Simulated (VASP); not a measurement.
Mg₂Si (antifluorite): computed properties

Calculation: PBEsol GGA, VASP's PBE PAW potentials (set 64) (plane waves; VASP).

For Mg₂Si, the space group is Fm-3m (225) and the cell is a = b = c = 6.3229 Å, α = β = γ = 90.00°. The volume per atom is 21.07 Å^3/atom. The band gap (over mesh and band path) is 0.11 eV, the smallest direct gap (over mesh and band path) is 1.89 eV and the band-edge character is indirect, Γ to X. The density is 2.02 g/cm³. The optical Γ-point spectrum is 261 (×3), 282 (×3) cm⁻¹.

```
Mg2Si
1.0
    0.00000     3.16147     3.16147
    3.16147     0.00000     3.16147
    3.16147     3.16147     0.00000
Mg Si
2 1
Cartesian
  1.58074   1.58074   1.58074
  4.74221   4.74221   4.74221
  0.00000   3.16147   3.16147
```

Measured: gap 0.77 eV (computed value off by -0.66 eV), as given by Byungki Ryu et al., Journal of the Korean Physical Society (2019), arXiv:1905.06140.

The compound is Mg2Si in the antifluorite structure. It was relaxed first. Symmetry was kept, so distortions that lower it aren't found.
